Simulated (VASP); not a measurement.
These are PBE GGA with D3 dispersion (zero damping), VASP's PBE PAW potentials (set 64) (plane waves; VASP 6.6.1) values and carry that method's errors.

VASP input:

### KPOINTS
```
Automatic mesh
0
Gamma
12 12 7
0 0 0
```

### INCAR
```
SYSTEM = Hf
PREC = Accurate
ENCUT = 520
EDIFF = 1E-6
NELM = 100
ALGO = Normal
LREAL = .FALSE.
LASPH = .TRUE.
ISMEAR = 1
SIGMA = 0.1
GGA = PE
IVDW = 11
LMAXMIX = 6
LWAVE = .FALSE.
LCHARG = .FALSE.
IBRION = 2
ISIF = 3
NSW = 60
EDIFFG = -0.01
```

**POSCAR**
```
Hf
1
    1.5830026804    -2.7418410338     0.0000000000
    1.5830026804     2.7418410338     0.0000000000
    0.0000000000     0.0000000000     5.0094141413
Hf
2
Direct
  0.3333330000   0.6666670000   0.2500000000
  0.6666670000   0.3333330000   0.7500000000
```

POTCAR, in this order: Hf_pv (PBE.64 set). Program: vasp_std.

What VASP printed:

File OSZICAR:
```
       N       E                     dE             d eps       ncg     rms          rms(c)
DAV:   1     0.464564131396E+02    0.46456E+02   -0.11709E+04  2136   0.136E+03
DAV:   2    -0.185330525632E+02   -0.64989E+02   -0.63945E+02  2632   0.267E+02
DAV:   3    -0.204999567447E+02   -0.19669E+01   -0.19266E+01  2896   0.303E+01
DAV:   4    -0.205169255798E+02   -0.16969E-01   -0.16958E-01  2472   0.355E+00
DAV:   5    -0.205171656298E+02   -0.24005E-03   -0.24004E-03  2926   0.346E-01    0.668E+01
DAV:   6    -0.200187764363E+02    0.49839E+00   -0.46956E-01  2266   0.536E+00    0.395E+01
DAV:   7    -0.198421688588E+02    0.17661E+00   -0.79179E-01  2284   0.667E+00    0.203E+00
DAV:   8    -0.198332414534E+02    0.89274E-02   -0.50499E-02  2380   0.174E+00    0.147E-01
DAV:   9    -0.198333523022E+02   -0.11085E-03   -0.11020E-03  2956   0.265E-01    0.201E-01
DAV:  10    -0.198333410350E+02    0.11267E-04   -0.63933E-05  2428   0.650E-02    0.308E-01
DAV:  11    -0.198333423891E+02   -0.13541E-05   -0.88506E-06  2674   0.248E-02    0.198E-02
DAV:  12    -0.198333427322E+02   -0.34305E-06   -0.68103E-07  1658   0.694E-03
   1 F= -.20650293E+02 E0= -.20650173E+02  d E =-.206503E+02
```

### OUTCAR
```
------------------------ aborting loop because EDIFF is reached ----------------------------------------
 Edisp (eV)   -0.81695
  FORCE on cell =-STRESS in cart. coord.  units (eV):
  Direction    XX          YY          ZZ          XY          YZ          ZX
  --------------------------------------------------------------------------------------
  Total      -0.00745    -0.00745     0.00337     0.00000     0.00000     0.00000
  in kB      -0.27435    -0.27435     0.12422     0.00000     0.00000     0.00000
  external pressure =       -0.14 kB  Pullay stress =        0.00 kB
  volume of cell :       43.49
      direct lattice vectors                 reciprocal lattice vectors
     1.583002680 -2.741841034  0.000000000     0.315855435 -0.182359223  0.000000000
     1.583002680  2.741841034  0.000000000     0.315855435  0.182359223  0.000000000
     0.000000000  0.000000000  5.009414141     0.000000000  0.000000000  0.199624142
 POSITION                                       TOTAL-FORCE (eV/Angst)
 -----------------------------------------------------------------------------------
      1.58300      0.91395      1.25235        -0.000000     -0.000000      0.000000
      1.58300     -0.91395      3.75706         0.000000      0.000000      0.000000
 -----------------------------------------------------------------------------------
    total drift:                                0.000000      0.000179     -0.000015
  FREE ENERGIE OF THE ION-ELECTRON SYSTEM (eV)
  ---------------------------------------------------
  free  energy   TOTEN  =       -20.6502931789 eV

  energy  without entropy=      -20.6499332767  energy(sigma->0) =      -20.65017321

 reached required accuracy - stopping structural energy minimisation
```
(Selected blocks of OUTCAR.)

File OUTCAR:
```
 val. band max:        5.1174769660   @ k =   0.0000   0.0000   0.4286

 cond. band min:       5.1272936966   @ k =   0.3333   0.3333   0.2857


 Fermi energy:         5.1247927582

 k-point     1 :       0.0000    0.0000    0.0000
  band No.  band energies     occupation
      1     -25.9379      2.00000
      2     -25.1233      2.00000
      3     -25.1233      2.00000
      4     -24.9846      2.00000
      5     -24.9837      2.00000
      6     -24.9837      2.00000
      7      -2.3596      2.00000
      8       1.3200      2.00000
      9       5.8631     -0.00000
     10       6.3046     -0.00000
     11       6.3046     -0.00000
     12       6.5947     -0.00000
     13       7.1582      0.00000
     14       7.1582      0.00000

 k-point     2 :       0.0833   -0.0000    0.0000
  band No.  band energies     occupation
      1     -25.9182      2.00000
      2     -25.1656      2.00000
      3     -25.1375      2.00000
      4     -25.0283      2.00000
      5     -24.9937      2.00000
      6     -24.9893      2.00000
      7      -2.1425      2.00000
      8       1.5333      2.00000
      9       5.5659     -0.00000
     10       5.7872     -0.00000
     11       6.5095     -0.00000
     12       6.8931     -0.00000
     13       7.0198     -0.00000
     14       7.3527      0.00000

 k-point     3 :       0.1667    0.0000    0.0000
  band No.  band energies     occupation
      1     -25.8616      2.00000
      2     -25.2811      2.00000
      3     -25.1749      2.00000
      4     -25.1470      2.00000
      5     -25.0210      2.00000
      6     -25.0056      2.00000
      7      -1.5245      2.00000
      8       2.0992      2.00000
      9       4.8537      2.00086
     10       5.0698      1.79237
     11       6.3703     -0.00000
     12       7.0710     -0.00000
     13       7.1130     -0.00000
     14       7.1532      0.00000

 k-point     4 :       0.2500    0.0000    0.0000
  band No.  band energies     occupation
...
```

Unless said otherwise, spin-orbit coupling is left out, though it shifts the bands of the heavy elements here.

The compound is Hf in the hcp structure. It was relaxed first. The start is the result of an earlier pass.
